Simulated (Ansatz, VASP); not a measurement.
## Cross-check of GeW between VASP and Ansatz

Aim: how closely do two programs agree when they are given the same cell, functional and k mesh? The cell is generated by rule, not measured, and may not be a known phase. The cell is taken from a series of VASP runs on this material, whose earlier steps may have relaxed, scaled or displaced it; both programs get it as it stands.

Method: plane waves, with VASP 6.6.1 beside it; band structure at LDA and band structure at LDA, spin-orbit coupling, in Ansatz 0.2.0.

The structure was built from a prototype and need not be the compound's stable phase.

## 1. Starting point

The structure is cubic, space group Fm-3m (No. 225). The conventional cell has a = 5.520 Å, b = 5.520 Å, c = 5.520 Å, α = 90.00°, β = 90.00°, γ = 90.00°. Nearest to W lie 6 Ge at 2.76 Å. Ge has 6 W at 2.76 Å nearest. Farther neighbours are not listed.

Coordinates:

```xyz
2
Lattice="0.0000 2.7600 2.7600 2.7600 0.0000 2.7600 2.7600 2.7600 0.0000" Properties=species:S:1:pos:R:3 pbc="T T T"
W     0.0000    0.0000    0.0000
Ge    2.7600    2.7600    2.7600
```

## 2. VASP: band structure, LDA

A single point gives forces, pressure and levels at one fixed geometry, so differences don't come from the geometry; what else differs is listed under the comparison.

Lines of VASP's logs that name or quote its potential files are left out, and so is its time.

INCAR reads:

```
SYSTEM = GeW
PREC = Accurate
ENCUT = 410
EDIFF = 1E-06
NELM = 100
ISMEAR = 0
SIGMA = 0.02
LREAL = .FALSE.
ALGO = Normal
GGA = CA
NBANDS = 22
LORBIT = 11
LWAVE = .FALSE.
LCHARG = .FALSE.
KPAR = 4
ISIF = 2
```

POSCAR reads:

```
GeW
1.0
    0.0000000000      2.7600000000      2.7600000000
    2.7600000000      0.0000000000      2.7600000000
    2.7600000000      2.7600000000      0.0000000000
W Ge
1 1
Direct
    0.0000000000      0.0000000000      0.0000000000
    0.5000000000      0.5000000000      0.5000000000
```

KPOINTS reads:

```
Automatic mesh
0
Gamma
12 12 12
0 0 0
```

KPOINTS_OPT reads:

```
Line mode
24
Line-mode
Reciprocal
  0.00000000   0.00000000   0.00000000 GAMMA
  0.50000000   0.00000000   0.50000000 X

  0.50000000   0.00000000   0.50000000 X
  0.50000000   0.25000000   0.75000000 W

  0.50000000   0.25000000   0.75000000 W
  0.37500000   0.37500000   0.75000000 K

  0.37500000   0.37500000   0.75000000 K
  0.00000000   0.00000000   0.00000000 GAMMA

  0.00000000   0.00000000   0.00000000 GAMMA
  0.50000000   0.50000000   0.50000000 L

  0.50000000   0.50000000   0.50000000 L
  0.62500000   0.25000000   0.62500000 U

  0.62500000   0.25000000   0.62500000 U
  0.50000000   0.25000000   0.75000000 W

  0.50000000   0.25000000   0.75000000 W
  0.50000000   0.50000000   0.50000000 L

  0.50000000   0.50000000   0.50000000 L
  0.37500000   0.37500000   0.75000000 K

  0.62500000   0.25000000   0.62500000 U
  0.50000000   0.00000000   0.50000000 X
```

PAW data sets: W and Ge_d (LDA family, release 64).

The run is started by

```console
mpirun -np 4 vasp_std
```

Numbers of over 12 decimals in the logs are rounded to 6 here.

Log:

```text
[banner, memory and clock lines left out]
running    4 mpi-ranks, on    1 nodes
 distrk:  each k-point on    1 cores,    4 groups
 distr:  one band on    1 cores,    1 groups

 POSCAR found type information on POSCAR W Ge
 POSCAR found :  2 types and       2 ions
 LDA part: xc-table for (Slater(with rela. corr.)+CA(PZ))
 , standard interpolation
 POSCAR, INCAR and KPOINTS ok, starting setup
 FFT: planning ... GRIDC
 FFT: planning ... GRID_SOFT
 FFT: planning ... GRID
 WAVECAR not read
 entering main loop
       N       E                     dE             d eps       ncg     rms          rms(c)
DAV:   1     0.116248942344E+03    0.11625E+03   -0.79475E+03  4040   0.165E+03
DAV:   2    -0.926488495376E+00   -0.11718E+03   -0.11041E+03  3396   0.448E+02
DAV:   3    -0.175860402256E+02   -0.16660E+02   -0.16460E+02  3672   0.843E+01
DAV:   4    -0.180442811411E+02   -0.45824E+00   -0.45805E+00  3648   0.146E+01
DAV:   5    -0.180498428439E+02   -0.55617E-02   -0.55616E-02  3708   0.188E+00    0.123E+01
DAV:   6    -0.167285052078E+02    0.13213E+01   -0.44222E+00  4180   0.751E+00    0.239E+00
DAV:   7    -0.166852154769E+02    0.43290E-01   -0.21113E-01  3874   0.436E+00    0.225E+00
DAV:   8    -0.166718518961E+02    0.13364E-01   -0.38710E-02  4322   0.180E+00    0.255E-01
DAV:   9    -0.166707414786E+02    0.11104E-02   -0.42200E-03  4240   0.908E-01    0.174E-01
DAV:  10    -0.166706616597E+02    0.79819E-04   -0.19302E-04  4392   0.164E-01    0.219E-02
DAV:  11    -0.166706546038E+02    0.70560E-05   -0.41061E-05  4272   0.902E-02    0.193E-02
DAV:  12    -0.166706537971E+02    0.80666E-06   -0.17026E-06  3458   0.135E-02
   1 F= -.16670654E+02 E0= -.16670309E+02  d E =-.690097E-03
 Start KPOINTS_OPT (optional k-point list driver)
k-point batch [1-72\240]
       N       E                     dE             ncg
DAV:   1    -0.266482144214E+04   -0.43724E+05     3912
DAV:   2    -0.114036780272E+05   -0.87389E+04     3388
DAV:   3    -0.126374710692E+05   -0.12338E+04     3714
DAV:   4    -0.126719424989E+05   -0.34471E+02     3678
DAV:   5    -0.126723628307E+05   -0.42033E+00     3756
DAV:   6    -0.126723713669E+05   -0.85362E-02     3728
DAV:   7    -0.126723715972E+05   -0.23037E-03     3752
DAV:   8    -0.126723716039E+05   -0.67291E-05     3102
DAV:   9    -0.126723716044E+05   -0.45406E-06     2544
[...]
k-point batch [217-240\240]
       N       E                     dE             ncg
DAV:   1     0.280749738868E+05   -0.16601E+05     1278
DAV:   2     0.250024802335E+05   -0.30725E+04     1110
DAV:   3     0.245603222948E+05   -0.44216E+03     1248
DAV:   4     0.245469577928E+05   -0.13365E+02     1206
DAV:   5     0.245467902711E+05   -0.16752E+00     1290
DAV:   6     0.245467869415E+05   -0.33296E-02     1212
DAV:   7     0.245467868537E+05   -0.87767E-04     1278
DAV:   8     0.245467868512E+05   -0.25454E-05     1114
DAV:   9     0.245467868511E+05   -0.13610E-06      798
```

OUTCAR, selected parts (step 2):

```text
ion  position               nearest neighbor table
   1  0.000  0.000  0.000-   2 2.76   2 2.76   2 2.76   2 2.76   2 2.76   2 2.76
   2  0.500  0.500  0.500-   1 2.76   1 2.76   1 2.76   1 2.76   1 2.76   1 2.76

  LATTYP: Found a face centered cubic cell.
 ALAT       =     5.5200000000

 Subroutine GETGRP returns: Found 48 space group operations
 (whereof 48 operations were pure point group operations)

The static configuration has the point symmetry O_h .

 Found     72 irreducible k-points:

   k-points           NKPTS =     72   k-points in BZ     NKDIM =     72   number of bands    NBANDS=     22

   dimension x,y,z NGX =    28 NGY =   28 NGZ =   28
   dimension x,y,z NGXF=    56 NGYF=   56 NGZF=   56

   ENCUT  =  410.0 eV  30.13 Ry    5.49 a.u.   6.44  6.44  6.44*2*pi/ulx,y,z

   NELECT =      20.0000    total number of electrons

 k-points in reciprocal lattice and weights: Automatic mesh
   0.00000000  0.00000000  0.00000000       0.001
   0.08333333  0.00000000  0.00000000       0.005
   0.16666667  0.00000000  0.00000000       0.005
   0.25000000  0.00000000  0.00000000       0.005
   0.33333333  0.00000000  0.00000000       0.005
   0.41666667  0.00000000  0.00000000       0.005
   0.50000000  0.00000000  0.00000000       0.002
   0.08333333  0.08333333  0.00000000       0.003
   0.16666667  0.08333333  0.00000000       0.014
[...]
-0.33333333  0.50000000  0.16666667       0.007
  -0.25000000  0.50000000  0.25000000       0.003

 average (electrostatic) potential at core
       1 -41.6634       2 -74.6048

 E-fermi :   5.0716

 k-point     1 :       0.0000    0.0000    0.0000
  band No.  band energies     occupation
    ...
      7       3.9233      2.00000
      8       3.9233      2.00000
      9       3.9233      2.00000
     10       4.3778      2.00000
     11       4.3778      2.00000
     12       7.1437      0.00000
     13       7.1437      0.00000
     14       7.1437      0.00000
     15      10.0254      0.00000
     16      13.6309      0.00000
    ...

 k-point     2 :       0.0833    0.0000    0.0000
  band No.  band energies     occupation
    ...
      7       3.7243      2.00000
      8       3.8907      2.00000
      9       3.8907      2.00000
     10       4.2048      2.00000
     11       4.2048      2.00000
     12       6.6362      0.00000
     13       7.5405      0.00000
     14       7.5405      0.00000
     15      10.7356      0.00000
     16      13.7388      0.00000
    ...

 k-point     3 :       0.1667    0.0000    0.0000
  band No.  band energies     occupation
    ...
      7       3.0689      2.00000
      8       3.4483      2.00000
      9       3.4483      2.00000
     10       4.3041      2.00000
     11       4.3041      2.00000
     12       5.9727      0.00000
     13       8.4344      0.00000
     14       8.4344      0.00000
     15      11.8900      0.00000
     16      13.7677      0.00000
    ...

  Total       -7.6363020     -7.6363020     -7.6363020      0.0000000      0.0000000      0.0000000
  in kB     -290.9621080   -290.9621080   -290.9621080      0.0000000      0.0000000      0.0000000
  external PRESSURE =    -290.9621080 kB  Pullay stress =       0.0000000 kB

  energy-cutoff  :      410.00
  volume of cell :       42.05
      direct lattice vectors                 reciprocal lattice vectors
     0.000000000  2.760000000  2.760000000    -0.181159420  0.181159420  0.181159420
     2.760000000  0.000000000  2.760000000     0.181159420 -0.181159420  0.181159420
     2.760000000  2.760000000  0.000000000     0.181159420  0.181159420 -0.181159420

 POSITION                                       TOTAL-FORCE (eV/Angst)
 -----------------------------------------------------------------------------------
      0.00000      0.00000      0.00000         0.000000     -0.000000     -0.000000
      2.76000      2.76000      2.76000        -0.000000      0.000000      0.000000
 -----------------------------------------------------------------------------------
    total drift:                                0.000000      0.000000      0.000000

  FREE ENERGIE OF THE ION-ELECTRON SYSTEM (eV)
  ---------------------------------------------------
  free  energy   TOTEN  =       -16.6706537971 eV

  energy  without entropy=      -16.6699637000  energy(sigma->0) =      -16.67030875

 total charge
# of ion       s       p       d       tot
------------------------------------------
    1        0.464   0.325   3.891   4.680
    2        1.121   1.210  10.033  12.364
--------------------------------------------------
tot          1.585   1.534  13.924  17.044

[... 3 further parts left out ...]
```

The data set W keeps the semicore shell frozen, which is cheaper and a little less accurate.

## 3. Ansatz: band structure, LDA

Ansatz runs on its default PAW (the set named soft_2) files.

The same cell, functional (in two slightly different forms), mesh and smearing now go to Ansatz, which takes its cutoff from its data sets.

input.yaml reads:

```yaml
crystal:
  lattice:
    - [0.0, 2.76, 2.76]
    - [2.76, 0.0, 2.76]
    - [2.76, 2.76, 0.0]
  atoms:
    - { symbol: W, position: [0.0, 0.0, 0.0] }
    - { symbol: Ge, position: [0.5, 0.5, 0.5] }
hamiltonian:
  xc: lda
  pseudopotentials: { kind: paw }
kpoints:
  mp_grid: { grid: [12, 12, 12] }
  band_path:
    path:
      - [0.0, 0.0, 0.0]
      - [0.17391, 0.0, 0.17391]
      - [0.34783, 0.0, 0.34783]
      - [0.5, 0.0, 0.5]
      - [0.5, 0.08696, 0.58696]
      - [0.5, 0.18478, 0.68478]
      - [0.49457, 0.25543, 0.75]
      - [0.45109, 0.29891, 0.75]
      - [0.40761, 0.34239, 0.75]
      - [0.34239, 0.34239, 0.68478]
      - [0.21196, 0.21196, 0.42391]
      - [0.08152, 0.08152, 0.16304]
      - [0.04348, 0.04348, 0.04348]
      - [0.23913, 0.23913, 0.23913]
      - [0.41304, 0.41304, 0.41304]
      - [0.5163, 0.46739, 0.5163]
      - [0.55978, 0.38043, 0.55978]
      - [0.6087, 0.28261, 0.6087]
      - [0.60326, 0.25, 0.64674]
      - [0.55978, 0.25, 0.69022]
      - [0.5163, 0.25, 0.7337]
      - [0.5, 0.30435, 0.69565]
      - [0.5, 0.3913, 0.6087]
      - [0.5, 0.47826, 0.52174]
      - [0.47283, 0.47283, 0.55435]
      - [0.42391, 0.42391, 0.65217]
      - [0.38043, 0.38043, 0.73913]
      - [0.59239, 0.18478, 0.59239]
      - [0.54891, 0.09783, 0.54891]
      - [0.5, 0.0, 0.5]
    npoints: 1
scf:
  occupations: { method: gaussian, width: 0.02 }
  n_extra_bands: 7
output:
  forces: true
  stress: true
  eigenvalues: true
```

The run is started by

```console
ansatz run input.yaml --threads 2 --pin off --max-ram 4608MiB --backend cpu --events-out ev --progress --plain --runs-dir out
```

Log:

```text
scf.n_extra_bands = 7 over 14 filled bands (N_el = 28.0): the run solves 21 bands
Engine: ansatz 0.2.0, x86_64-unknown-linux-gnu
Pseudopotentials: kind: paw
Pseudopotential: W, paw, valence charge 14, recommended cutoff 420 eV (normal), W.paw.azcp
Pseudopotential: Ge, paw, valence charge 14, recommended cutoff 420 eV (normal), Ge.paw.azcp
Functional definition: SPW92
  exchange = slater_x
  correlation = pw_c
Crystal: 2 atoms, lattice volume = 42.049 Å³
Basis set: ecut = 420 eV, 869 PW (Γ)
Bands: 21, of which v1, the nominal top of the filled ones, is band 14 counted from 1 (13 counted from 0)
Symmetry: 48 space group operations
Space group: Fm-3m (ITA 225), of the structure as read, at distance tolerance 3.5e-5 Å
k-points: 72 of 1728
Non-local potential: W, projectors of the file, l = 0: 3, l = 1: 2, l = 2: 2, l = 3: 1
Non-local potential: Ge, projectors of the file, l = 0: 2, l = 1: 2, l = 2: 3, l = 3: 1
PAW form: soft (Blöchl's): semilocal exchange-correlation on the pseudo side does not see the compensation charge
PAW frozen core: W, regenerated for the run's functional, and the local potential with it (the file was generated under x = pbe(κ = 0.804, μ = 0.219515), c = pbe(β = 0.066725))
PAW frozen core: Ge, regenerated for the run's functional, and the local potential with it (the file was generated under x = pbe(κ = 0.804, μ = 0.219515), c = pbe(β = 0.066725))
PAW one-centre angular grid: W, 590 points (default); XC on 64 Gauss nodes
PAW one-centre angular grid: Ge, 590 points (default); XC on 64 Gauss nodes
Initial density: superposition of atomic densities (neutral atoms: chi_scale 0, normalization atom), corrected by the library's trained network
Initial wavefunctions: pseudopotential atomic-orbital guess
Functional: x = slater, c = lda
SCF iter   1: F=—  HF=-14342.860466 eV  |F-HF|=—  |Δ(HF+E_count)|=         —  Δρ=4.27e-3  dr2=4.92e-3  ethr=1.77e-3  ⟨swp⟩=6.0  Hψ=6939  notcnv=0  defer=1
preconditioner: auto → Kerker (q_TF=auto, 2.550 Å⁻¹)  [metal: Δε(μ)=0.008 eV  Ē_g=18.647 eV  σ=0.020 eV  W_gap=0.23  n_scr=14 (ndim 8)  ℏωp=25.6 eV  f_vac=0.000  D(μ)=3.26/eV (n_scr^D=26)]
SCF iter   2: F=—  HF=-14342.860032 eV  |F-HF|=—  |Δ(HF+E_count)|=   4.34e-4  Δρ=2.33e-3  dr2=1.61e-3  ethr=1.76e-5  ⟨swp⟩=2.0  Hψ=3144  notcnv=0  defer=160
SCF iter   3: F=—  HF=-14342.859804 eV  |F-HF|=—  |Δ(HF+E_count)|=   2.28e-4  Δρ=9.07e-4  dr2=2.94e-4  ethr=5.75e-6  ⟨swp⟩=2.4  Hψ=2058  notcnv=0  defer=160
SCF iter   4: F=—  HF=-14342.859701 eV  |F-HF|=—  |Δ(HF+E_count)|=   1.03e-4  Δρ=2.04e-4  dr2=1.70e-5  ethr=1.05e-6  ⟨swp⟩=2.0  Hψ=2042  notcnv=0  defer=160
SCF iter   5: F=—  HF=-14342.859699 eV  |F-HF|=—  |Δ(HF+E_count)|=   2.61e-6  Δρ=7.47e-5  dr2=1.94e-6  ethr=6.06e-8  ⟨swp⟩=2.1  Hψ=2012  notcnv=0  defer=160
SCF iter   6: F=-14342.859699 eV  HF=-14342.859699 eV  |F-HF|=1.75e-8  |Δ(HF+E_count)|=   4.37e-7  Δρ=1.66e-5  dr2=9.57e-8  ethr=3.57e-10  ⟨swp⟩=6.1  Hψ=7211  notcnv=0
SCF 1 converged in 6 iterations: F = -14342.859699 eV  dr2 = 9.57e-8
  greatest PAW one-centre occupation: 1.000 electrons in one spin orbital (limit 2), on the W atom at site 0 (counted from 0), in its partial waves of l = 0
NSCF: frozen V_eff on 30 k-points
SCF converged after 6 iterations
Free energy (F): -14342.859699 eV
Harris-Foulkes:  -14342.859699 eV  (|F-HF|=1.75e-8)
Internal energy: -14342.859053 eV  (E = F + TS)
E sigma→0 (E₀):  -14342.859376 eV
Entropy (-TS):   -0.000646 eV (-0.323 meV/atom)
Fermi energy:    12.488440 eV
--- Per-component energies (eV) ---
  E_band       = -312.097169
  E_kinetic    = 553.282598
  E_local      = -3130.983209  (includes V_loc(G=0)·N_el)
  E_nonlocal   = 429.682547
  E_hartree    = 1290.714837
  E_xc         = -334.884826
  E_vxc        = -297.254698  (∫ρ·V_xc dr)
  E_paw        = -10251.489044  (= ΣΔE_a)
  E_vpaw       = -448.257376  (= ΣTr[D̂ρ^β])
  E_aug_tail   = 0.000208  (compensation charges beyond the density's cutoff)
  E_ewald      = -2901.373642
  E_core_change = 2.191479  (= ΣΔE_core)
  E_smearing   = -0.000646  (= −TS)
  E_closure    = -0.000000  (closes the sum)
  Σ components = -14342.859699   (vs F -14342.859699, Δ=0.00e0)
--- Forces (eV/Å), atoms counted from 1 ---
  atom   1  W      0.00000000     0.00000000    -0.00000000
  atom   2  Ge     0.00000000    -0.00000000     0.00000000
  max |Σ_I F_I| component: 3.26e-29 eV/Å
--- Stress (GPa, compression-positive) ---
      -28.521049       0.000000      -0.000000
        0.000000     -28.521049       0.000000
        0.000000       0.000000     -28.521049
  P = ⅓ Tr σ = -28.5210 GPa (-285.210 kbar)
--- Band table (eV; the first three rows and the last of 72) ---
  k-point 0: bands = [... 10 lower, 11.3405, 11.3405, 11.3405, 11.8030, 11.8030, 14.5112, 14.5112, 14.5112, ... 3 higher]
  k-point 1: bands = [... 10 lower, 11.1376, 11.3071, 11.3071, 11.6262, 11.6262, 14.0042, 14.9137, 14.9137, ... 3 higher]
  k-point 2: bands = [... 10 lower, 10.4703, 10.8608, 10.8608, 11.7246, 11.7246, 13.3510, 15.8155, 15.8155, ... 3 higher]
  k-point 71: bands = [... 10 lower, 9.1387, 9.2904, 9.2904, 12.8985, 13.2635, 13.2635, 13.3031, 14.5560, ... 3 higher]
```

It took 1.2 s on 2 threads of AMD EPYC 9R14 (Zen 4), shared host; peak memory 0.41 GiB.

Reading the cycles: dr2 is the Hartree energy of the density residual (eV), the measure of convergence; HF is the Harris–Foulkes estimate of the energy, which meets the free energy F at convergence.

## 4. Comparison

Known differences besides the potentials themselves: the two LDA forms differ slightly; the data sets hold 28 valence electrons in Ansatz (default PAW (the set named soft_2) files) and 20 in VASP; the cutoff is 420 eV in Ansatz and 410 eV in VASP; VASP's log shows a relativistic correction to its local exchange, Ansatz's none. Total energies have different zeros and are not compared.

The two programs side by side:

| quantity | Ansatz | VASP | difference |
| --- | --- | --- | --- |
| pressure (GPa) | -28.52 | -29.10 | +0.58 |

Levels from 3 eV below to 2 eV above the Fermi level differ by 15 meV r.m.s. and 50 meV at most; each VASP level is matched to the nearest of Ansatz, which flatters the figure a little.

## 5. Ansatz: band structure, LDA, spin-orbit coupling

A single point gives forces, pressure and levels at one fixed geometry, so differences don't come from the geometry; what else differs is listed under the comparison.

The cell is taken from a series of VASP runs on this material, whose earlier steps may have relaxed, scaled or displaced it; both programs get it as it stands.

input.yaml reads:

```yaml
crystal:
  lattice:
    - [0.0, 2.76, 2.76]
    - [2.76, 0.0, 2.76]
    - [2.76, 2.76, 0.0]
  atoms:
    - { symbol: W, position: [0.0, 0.0, 0.0] }
    - { symbol: Ge, position: [0.5, 0.5, 0.5] }
hamiltonian:
  xc: lda
  pseudopotentials: { kind: paw_fr }
magnetization:
  noncollinear: true
  spin_orbit: true
kpoints:
  mp_grid: { grid: [8, 8, 8] }
  band_path:
    path:
      - [0.0, 0.0, 0.0]
      - [0.16667, 0.0, 0.16667]
      - [0.33333, 0.0, 0.33333]
      - [0.5, 0.0, 0.5]
      - [0.5, 0.08333, 0.58333]
      - [0.5, 0.18333, 0.68333]
      - [0.5, 0.25, 0.75]
      - [0.45, 0.3, 0.75]
      - [0.40833, 0.34167, 0.75]
      - [0.35, 0.35, 0.7]
      - [0.225, 0.225, 0.45]
      - [0.075, 0.075, 0.15]
      - [0.03333, 0.03333, 0.03333]
      - [0.23333, 0.23333, 0.23333]
      - [0.4, 0.4, 0.4]
      - [0.51667, 0.46667, 0.51667]
      - [0.55833, 0.38333, 0.55833]
      - [0.60833, 0.28333, 0.60833]
      - [0.60833, 0.25, 0.64167]
      - [0.55833, 0.25, 0.69167]
      - [0.51667, 0.25, 0.73333]
      - [0.5, 0.3, 0.7]
      - [0.5, 0.38333, 0.61667]
      - [0.5, 0.48333, 0.51667]
      - [0.475, 0.475, 0.55]
      - [0.425, 0.425, 0.65]
      - [0.38333, 0.38333, 0.73333]
      - [0.59167, 0.18333, 0.59167]
      - [0.55, 0.1, 0.55]
      - [0.5, 0.0, 0.5]
    npoints: 1
scf:
  occupations: { method: gaussian, width: 0.02 }
  n_extra_bands: 14
output:
  forces: true
  stress: true
  eigenvalues: true
```

Log:

```text
[...]
non-collinear run that drives no moment, with spin-orbit: no starting moment large enough to seed its density (crystal.atoms[].spin), no starting occupations that ask for one, no magnetisation constraint and no magnetic field, so the semilocal B_xc is pinned to zero
Crystal: 2 atoms, lattice volume = 42.049 Å³
Basis set: ecut = 420 eV, 869 PW (Γ)
[...]
k-point 1: bands = [... 24 lower, 11.2984, 11.2984, 11.6384, 11.6384, 11.8301, 11.8301, 13.6412, 13.6412, ... 10 higher]
  k-point 2: bands = [... 24 lower, 10.4067, 10.4067, 11.9848, 11.9848, 12.1355, 12.1355, 13.1378, 13.1378, ... 10 higher]
  k-point 28: bands = [... 24 lower, 9.3625, 9.3625, 12.7909, 12.7909, 13.0606, 13.0606, 13.3728, 13.3728, ... 10 higher]
[key lines of the parts left out:]
SCF converged after 9 iterations
Magnetization: |M| = 0.0000 μB,  M = (+0.0000, +0.0000, +0.0000) μB
Free energy (F): -14366.591840 eV
Fermi energy:    12.511913 eV
P = ⅓ Tr σ = -27.6550 GPa (-276.550 kbar)
```

Run time: 5.7 s. Hardware: 2 threads; peak memory 0.54 GiB; 9.2 s of CPU time.

(Part 1 of 2 ends here.)

[Lines on the potential files, build, host, timing and source positions are cut from VASP's logs without a mark.]

[Logs are printed without paths, hosts, clocks, repeated set-up lines and the standing remarks that a program may print on its own settings, such as how far it seeks lower states.]

[Hosts, paths, dates, database ids (printed as entryN), source tags and the programs' standing remarks are cut or masked in the printed files.]
